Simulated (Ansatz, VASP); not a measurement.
# Cross-check of InNi2SbO6 between VASP and Ansatz, part 2 of 2

Aim: how closely do two programs agree when they are given the same cell, functional and k mesh? The cell is taken from a series of VASP runs on this material, whose earlier steps may have relaxed, scaled or displaced it; both programs get it as it stands.

VASP 6.6.1 and Ansatz 0.2.0.

So far. Step 2 (VASP: single point, PBEsol, DFT+U): The run ends at a pressure of -8.35 GPa, with forces up to 0.18 eV/Å.

## 3. Ansatz: single point, PBEsol, DFT+U

Level of this step: Ansatz beside VASP: Kohn-Sham DFT, plane waves, PBEsol, DFT+U (Ansatz).

Ansatz runs on its default PAW (the set named soft_2) files.

The same cell, functional, mesh and smearing now go to Ansatz, which takes its cutoff from its data sets.

Contents of input.yaml:

```yaml
crystal:
  lattice:
    - [2.6431540372, 1.5260256949, 4.7466677741]
    - [-2.6431540372, 1.5260256949, 4.7466677741]
    - [0.0, -3.0520513898, 4.7466677741]
  atoms:
    - { symbol: In, position: [0.205683, 0.205683, 0.205683] }
    - { symbol: Ni, position: [0.998368, 0.998368, 0.998368], spin: 2.0 }
    - { symbol: Ni, position: [0.49317433, 0.49317433, 0.49317433], spin: -2.0 }
    - { symbol: Sb, position: [0.695951, 0.695951, 0.695951] }
    - { symbol: O, position: [0.786458, 0.083862, 0.412867] }
    - { symbol: O, position: [0.083862, 0.412867, 0.786458] }
    - { symbol: O, position: [0.412867, 0.786458, 0.083862] }
    - { symbol: O, position: [0.30214, 0.88285, 0.615045] }
    - { symbol: O, position: [0.88285, 0.615045, 0.30214] }
    - { symbol: O, position: [0.615045, 0.30214, 0.88285] }
hamiltonian:
  xc: pbesol
  pseudopotentials: { kind: paw }
  hubbard: { sites: [{ species: Ni, l: d, u_eff: 6.0 }] }
magnetization:
  spin_polarized: true
kpoints:
  mp_grid: { grid: [6, 6, 6] }
scf:
  occupations: { method: fermi_dirac, width: 0.1 }
  n_extra_bands: 10
output:
  forces: true
  stress: true
  eigenvalues: true
```

Run with:

```
$ ansatz run input.yaml --threads 8 --pin off --max-ram 18432MiB --backend cpu --events-out ev --progress --plain --runs-dir out
```

Numbers of over 12 decimals in the logs are rounded to 6 here.

The log of the run:

```text
In: projections on atomic orbitals take those of the free atom [Kr] 4d10 5s2 5p1, of charge +0.00 (hamiltonian.pseudopotentials.projection_atoms); the dataset's partial waves leave at most 3.8e-6 of an orbital's norm unspanned inside its sphere
Ni: projections on atomic orbitals take those of the free atom [Ne] 3s2 3p6 3d8 4s2, of charge +0.00 (hamiltonian.pseudopotentials.projection_atoms); the dataset's partial waves leave at most 1.6e-6 of an orbital's norm unspanned inside its sphere
Sb: projections on atomic orbitals take those of the free atom [Kr] 4d10 5s2 5p3, of charge +0.00 (hamiltonian.pseudopotentials.projection_atoms); the dataset's partial waves leave at most 3.6e-6 of an orbital's norm unspanned inside its sphere
O: projections on atomic orbitals take those of the free atom [He] 2s2 2p4, of charge +0.00 (hamiltonian.pseudopotentials.projection_atoms); the dataset's partial waves leave at most 1.9e-8 of an orbital's norm unspanned inside its sphere
scf.n_extra_bands = 10 over 50 filled bands (N_el = 100.0): the run solves 60 bands
Engine: ansatz 0.2.0, aarch64-unknown-linux-gnu
Pseudopotentials: kind: paw
Pseudopotential: In, paw, valence charge 13, recommended cutoff 420 eV (normal), In.paw.azcp
Pseudopotential: Ni, paw, valence charge 18, recommended cutoff 420 eV (normal), Ni.paw.azcp
Pseudopotential: Sb, paw, valence charge 15, recommended cutoff 420 eV (normal), Sb.paw.azcp
Pseudopotential: O, paw, valence charge 6, recommended cutoff 420 eV (normal), O.paw.azcp
Functional definition: PBEsol
  exchange = pbesol_x
  correlation = pbesol_c
Crystal: 10 atoms, lattice volume = 114.875 Å³
Basis set: ecut = 420 eV, 2253 PW (Γ), exchange–correlation on 80×80×80 points (8 copies of the dense FFT grid, shifted against one another)
Bands: 60, of which v1, the nominal top of the filled ones, is band 50 counted from 1 (49 counted from 0)
Symmetry: 3 space group operations
Space group: R3 (ITA 146), of the structure as read, at distance tolerance 4.9e-5 Å
Magnetic group: BNS 146.10 (UNI 1240), of the structure as read, at distance tolerance 4.9e-5 Å
k-points: 40 of 216 (time reversal used)
Non-local potential: In, projectors of the file, l = 0: 2, l = 1: 2, l = 2: 2, l = 3: 2
Non-local potential: Ni, projectors of the file, l = 0: 3, l = 1: 2, l = 2: 3, l = 3: 1
Non-local potential: Sb, projectors of the file, l = 0: 2, l = 1: 2, l = 2: 2, l = 3: 2
Non-local potential: O, projectors of the file, l = 0: 2, l = 1: 2, l = 2: 1
PAW form: soft (Blöchl's): semilocal exchange-correlation on the pseudo side does not see the compensation charge
PAW frozen core: In, regenerated for the run's functional, and the local potential with it (the file was generated under x = pbe(κ = 0.804, μ = 0.219515), c = pbe(β = 0.066725))
PAW frozen core: Ni, regenerated for the run's functional, and the local potential with it (the file was generated under x = pbe(κ = 0.804, μ = 0.219515), c = pbe(β = 0.066725))
PAW frozen core: Sb, regenerated for the run's functional, and the local potential with it (the file was generated under x = pbe(κ = 0.804, μ = 0.219515), c = pbe(β = 0.066725))
PAW frozen core: O, regenerated for the run's functional, and the local potential with it (the file was generated under x = pbe(κ = 0.804, μ = 0.219515), c = pbe(β = 0.066725))
PAW one-centre angular grid: In, 590 points (default); XC on 64 Gauss nodes
PAW one-centre angular grid: Ni, 590 points (default); XC on 64 Gauss nodes
PAW one-centre angular grid: Sb, 590 points (default); XC on 64 Gauss nodes
PAW one-centre angular grid: O, 110 points (default); XC on 64 Gauss nodes
Initial density: superposition of atomic densities (chi_scale 0.1, normalization cell, long waves kept (reshape's long-wave potential 0.03 eV rms))
Starting moments: Σ|m| = 4 μB on 2 of 10 sites
Starting magnetic order: compensated ferrimagnet; no operation exchanges its spin sublattices
Initial wavefunctions: pseudopotential atomic-orbital guess
Functional: x = pbesol(κ = 0.804, μ = 0.123457), c = pbesol(β = 0.046)
SCF iter   1: F=—  HF=-26911.763107 eV  |F-HF|=—  |Δ(HF+E_count)|=         —  Δρ=1.93e-1 (↑1.93e-1 ↓1.87e-1)  dr2=9.66e1  dr2_m=1.21e1  M=0.115 μB ∫|m|=0.883 μB  β_m=0.30  ethr=3.10e-3  ⟨swp⟩=5.6  Hψ=16542  notcnv=0  defer=30
preconditioner: auto → Kerker (q_TF=auto, 2.666 Å⁻¹)  [metal: Δε(μ)=0.023 eV  Ē_g=16.014 eV  σ=0.100 eV  W_gap=0.06  n_scr=34 (ndim 8)  ℏωp=31.8 eV  f_vac=0.004  D(μ)=7.40/eV (n_scr^D=70)]
spin=Collinear: Kerker preconditioning applied to the charge; magnetization (m = ρ↑ − ρ↓) channel mixes plain (no charge-response kernel on spin).
SCF iter   2: F=—  HF=-26900.217304 eV  |F-HF|=—  |Δ(HF+E_count)|=    1.15e1  Δρ=4.25e-2 (↑4.25e-2 ↓4.21e-2)  dr2=4.73e0  dr2_m=4.49e-1  M=0.005 μB ∫|m|=3.023 μB  β_m=0.30  ethr=3.10e-3  ⟨swp⟩=3.3  Hψ=12291  notcnv=0  defer=239
preconditioner: auto → Resta (q_TF=auto, 2.666 Å⁻¹)  ε∞=5.2  [insulator: Δε(μ)=0.755 eV  Ē_g=15.430 eV  σ=0.100 eV  W_gap=0.95  n_scr=34 (ndim 8)  ℏωp=31.8 eV  f_vac=0.004  D(μ)=0.24/eV (n_scr^D=0)  ε∞_Penn≈5.2]
spin=Collinear: Resta preconditioning applied to the charge; magnetization (m = ρ↑ − ρ↓) channel mixes plain (no charge-response kernel on spin).
[...]
SCF iter  14: F=—  HF=-26902.612141 eV  |F-HF|=—  |Δ(HF+E_count)|=   5.74e-6  Δρ=5.51e-5 (↑4.48e-5 ↓5.51e-5)  dr2=2.62e-6  dr2_m=9.58e-7  M=-0.000 μB ∫|m|=3.791 μB  β_m=0.92  ethr=3.19e-8  ⟨swp⟩=2.0  Hψ=6285  notcnv=0  defer=254
SCF iter  15: F=—  HF=-26902.612154 eV  |F-HF|=—  |Δ(HF+E_count)|=   1.32e-5  Δρ=5.58e-5 (↑5.18e-5 ↓5.58e-5)  dr2=6.34e-6  dr2_m=3.61e-7  M=-0.000 μB ∫|m|=3.791 μB  β_m=0.92  ethr=2.62e-9  ⟨swp⟩=2.0  Hψ=8484  notcnv=0  defer=254
SCF iter  16: F=—  HF=-26902.612159 eV  |F-HF|=—  |Δ(HF+E_count)|=   4.56e-6  Δρ=2.95e-5 (↑2.77e-5 ↓2.95e-5)  dr2=1.70e-6  dr2_m=1.37e-7  M=-0.000 μB ∫|m|=3.791 μB  β_m=0.96  ethr=2.62e-9  ⟨swp⟩=2.0  Hψ=8482  notcnv=0  defer=254
SCF iter  17: F=—  HF=-26902.612161 eV  |F-HF|=—  |Δ(HF+E_count)|=   2.25e-6  Δρ=2.94e-5 (↑2.94e-5 ↓1.98e-5)  dr2=1.53e-6  dr2_m=1.08e-7  M=-0.000 μB ∫|m|=3.791 μB  β_m=0.97  ethr=1.70e-9  ⟨swp⟩=2.0  Hψ=8482  notcnv=0  defer=254
SCF iter  18: F=—  HF=-26902.612162 eV  |F-HF|=—  |Δ(HF+E_count)|=   9.47e-7  Δρ=1.74e-5 (↑1.74e-5 ↓1.53e-5)  dr2=4.81e-7  dr2_m=6.28e-8  M=-0.000 μB ∫|m|=3.791 μB  β_m=0.98  ethr=1.53e-9  ⟨swp⟩=2.0  Hψ=8312  notcnv=0  defer=254
SCF iter  19: F=—  HF=-26902.612163 eV  |F-HF|=—  |Δ(HF+E_count)|=   1.44e-6  Δρ=1.05e-5 (↑1.05e-5 ↓9.43e-6)  dr2=1.78e-7  dr2_m=3.32e-8  M=-0.000 μB ∫|m|=3.791 μB  β_m=0.99  ethr=4.81e-10  ⟨swp⟩=2.0  Hψ=8202  notcnv=0  defer=254
SCF iter  20: F=-26902.612164 eV  HF=-26902.612164 eV  |F-HF|=5.88e-8  |Δ(HF+E_count)|=   5.84e-7  Δρ=4.51e-6 (↑4.31e-6 ↓4.51e-6)  dr2=4.01e-8  dr2_m=2.94e-9  M=-0.000 μB ∫|m|=3.791 μB  ethr=1.00e-10  ⟨swp⟩=12.0  Hψ=21870  notcnv=0
SCF 1 converged in 20 iterations: F = -26902.612164 eV  dr2 = 4.01e-8
  greatest PAW one-centre occupation: 1.002 electrons in one spin orbital (limit 2), on the Ni atom at site 1 (counted from 0), in its partial waves of l = 1
Symmetry: 1 space group operations
k-points: 112 of 216 (time reversal used)
Initial density: read from a saved state, or passed on in memory by an earlier SCF of this step, an earlier step, the calling program or the single point that the run made first
Starting moments: Σ|m| = 4 μB on 2 of 10 sites; this step starts from the density that it was given
Initial wavefunctions: those read from a saved state, or passed on in memory by an earlier step or the calling program
iter 1 solved again at ethr=4.01e-11 eV; its pass at ethr=1.00e-6 eV (dr2=4.01e-8 eV) is discarded
SCF iter   1: F=—  HF=-26902.612164 eV  |F-HF|=—  |Δ(HF+E_count)|=         —  Δρ=4.51e-6 (↑4.31e-6 ↓4.51e-6)  dr2=4.01e-8  dr2_m=2.94e-9  M=-0.000 μB ∫|m|=3.791 μB  ethr=4.01e-11  ⟨swp⟩=1.0  Hψ=56000  notcnv=0
preconditioner: auto → Resta (q_TF=auto, 2.666 Å⁻¹)  ε∞=4.9  [insulator: Δε(μ)=1.440 eV  Ē_g=15.989 eV  σ=0.100 eV  W_gap=0.99  n_scr=34 (ndim 8)  ℏωp=31.8 eV  f_vac=0.035  D(μ)=0.00/eV (n_scr^D=0)  ε∞_Penn≈4.9]
spin=Collinear: Resta preconditioning applied to the charge; magnetization (m = ρ↑ − ρ↓) channel mixes plain (no charge-response kernel on spin).
an SCF along what the orbitals of the run's state read of its open shells (or to have them read: on a GPU, or by another smearing), with 2 of the crystal's symmetry operations given up (112 k-points in place of 40), reached no lower state that the run goes on to. This is no proof of a minimum
SCF converged after 20 iterations
Magnetization: -0.0000 μB (50.0000 up, 50.0000 down)
Absolute magnetization: 3.7962 μB (∫|ρ↑−ρ↓|, with the PAW one-centre terms)
Spin contamination: 1.9789 ħ² per cell (⟨S²⟩ above its minimum at these occupations)
Per-site moments (μB) at R_I (Å): [(0.00107856, 0.877586), (1.673332, 0.846278), (-1.683387, 0.857549), (-0.00110033, 0.826921), (0.0057937, 0.826921), (0.0057937, 0.826921), (0.0057937, 0.826921), (-0.0035519, 0.846278), (-0.0035519, 0.846278), (-0.0035519, 0.846278)]
Free energy (F): -26902.612164 eV
Harris-Foulkes:  -26902.612164 eV  (|F-HF|=5.88e-8)
Internal energy: -26902.612056 eV  (E = F + TS)
E sigma→0 (E₀):  -26902.612110 eV
Entropy (-TS):   -0.000108 eV (-0.011 meV/atom)
Fermi energy:    10.341694 eV
--- Per-component energies (eV) ---
  E_band       = -996.543645
  E_kinetic    = 2047.007661
  E_local      = -13116.897805  (includes V_loc(G=0)·N_el)
  E_nonlocal   = 2319.080663
  E_hartree    = 5422.285463
  E_xc         = -947.029939
  E_vxc        = -963.744944  (∫ρ·V_xc dr)
  E_hubbard    = 1.685938  (on-site DFT+U / exact-exchange correction)
  E_vhub       = -46.188582  (the Hubbard potential's part of the band-sum identity)
  E_paw        = -12703.332945  (= ΣΔE_a)
  E_vpaw       = -2080.403468  (= ΣTr[D̂ρ^β])
  E_aug_tail   = 0.015466  (compensation charges beyond the density's cutoff)
  E_ewald      = -9926.600622
  E_core_change = 1.174065  (= ΣΔE_core)
  E_smearing   = -0.000108  (= −TS)
  E_closure    = 0.000000  (closes the sum)
  Σ components = -26902.612164   (vs F -26902.612164, Δ=0.00e0)
--- Forces (eV/Å), atoms counted from 1 ---
  atom   1  In     0.00000000     0.00000000    -0.03293429
  atom   2  Ni     0.00000000     0.00000000     0.12320504
  atom   3  Ni     0.00000000     0.00000000     0.07002268
  atom   4  Sb     0.00000000    -0.00000000     0.02777875
  atom   5  O      0.05739572     0.02673508    -0.03242863
  atom   6  O     -0.00554461    -0.06307369    -0.03242863
  atom   7  O     -0.05185112     0.03633861    -0.03242863
  atom   8  O      0.02868326     0.06267210    -0.03024158
  atom   9  O      0.03993401    -0.05617648    -0.03024158
  atom  10  O     -0.06861726    -0.00649562    -0.03024158
  max |Σ_I F_I| component: 6.16e-5 eV/Å
--- Stress (GPa, compression-positive) ---
       -5.539210       0.000068       0.000000
       -0.000068      -5.539210      -0.000000
        0.000000      -0.000000      -5.529244
  P = ⅓ Tr σ = -5.5359 GPa (-55.359 kbar)
--- Band table (eV; the first three rows and the last of 80) ---
  k-point 0 ↑: bands = [... 46 lower, 8.7281, 8.7281, 9.2969, 9.2969, 10.8453, 13.3987, 13.3987, 14.7240, ... 6 higher]
  k-point 1 ↑: bands = [... 46 lower, 8.5725, 8.6693, 9.2112, 9.3213, 11.4830, 13.3483, 13.3936, 14.8414, ... 6 higher]
  k-point 2 ↑: bands = [... 46 lower, 8.3952, 8.4947, 9.1336, 9.3550, 12.4311, 13.2920, 13.4394, 14.5500, ... 6 higher]
  k-point 39 ↓: bands = [... 46 lower, 8.5801, 8.5801, 9.1162, 9.1162, 13.1544, 13.5902, 13.5902, 13.9519, ... 6 higher]
Occupation matrices written to <dir>
```

Run time: 68 s. Hardware: 8 threads of Arm Neoverse N1, shared host; peak memory 2.7 GiB; 8.6 min of CPU time.

The run ends at a pressure of -5.54 GPa, with forces up to 0.12 eV/Å.

## 4. Differences

Known differences besides the potentials themselves: U acts on the PAW sphere in VASP and on atomic orbitals in Ansatz, so only states and trends compare; the data sets hold 100 valence electrons in Ansatz (default PAW (the set named soft_2) files) and 74 in VASP; the cutoff is 420 eV in Ansatz and 480 eV in VASP (PREC = Normal); Ansatz makes its cores anew for this functional, VASP keeps those of its PBE data sets; site moments are counted in spheres of each program's own size. Total energies have different zeros and are not compared.

Both answers:

```csv
quantity,Ansatz,VASP,difference
pressure (GPa),-5.54,-8.35,+2.81
pressure without Ansatz's Pulay correction (GPa),-6.28,-8.35,+2.07
gap on the k mesh (eV),1.440,1.549,-0.109
moment on Ni3 (μB),-1.68,-1.77,+0.08
moment on Ni2 (μB),1.67,1.76,-0.09
```

Forces (eV/Å; atoms numbered as in POSCAR):

```csv
atom,"Ansatz x, y, z","VASP x, y, z"
In1,"0.000, 0.000, -0.033","0.000, 0.000, -0.083"
Ni2,"0.000, 0.000, 0.123","0.000, 0.000, 0.119"
Ni3,"0.000, 0.000, 0.070","0.000, 0.000, 0.144"
Sb4,"0.000, 0.000, 0.028","0.000, 0.000, -0.110"
O5,"0.057, 0.027, -0.032","-0.081, 0.155, -0.022"
O6,"-0.006, -0.063, -0.032","0.174, -0.008, -0.022"
O7,"-0.052, 0.036, -0.032","-0.094, -0.147, -0.022"
O8,"0.029, 0.063, -0.030","0.031, -0.127, -0.002"
O9,"0.040, -0.056, -0.030","-0.125, 0.037, -0.002"
O10,"-0.069, -0.006, -0.030","0.094, 0.090, -0.002"
```

The forces differ by 90 meV/Å r.m.s., which is 111.0 % of the r.m.s. force of 0.08 eV/Å (both taken over all components). A gap on the mesh is an upper bound, since the band edges may lie between its points. Ansatz's pressure holds a Pulay correction of 0.75 GPa; VASP's holds none.

## 5. Outcome

| Quantity | Value |
| --- | --- |
| r.m.s. force difference (single point, PBEsol, DFT+U) | 90 meV/Å |
| difference in pressure (single point, PBEsol, DFT+U) | 2.8 GPa |
| difference in gap on the k mesh (single point, PBEsol, DFT+U) | -0.11 eV |

What this shows: The r.m.s. force difference is 90 meV/Å (single point, PBEsol, DFT+U). How closely two codes agree says nothing of how well the functional describes the real material.

[Lines on the potential files, build, host, timing and source positions are cut from VASP's logs without a mark.]

[Logs are printed without paths, hosts, clocks, repeated set-up lines and the standing remarks that a program may print on its own settings, such as how far it seeks lower states.]

[Hosts, paths, dates, database ids (printed as entryN), source tags and the programs' standing remarks are cut or masked in the printed files.]
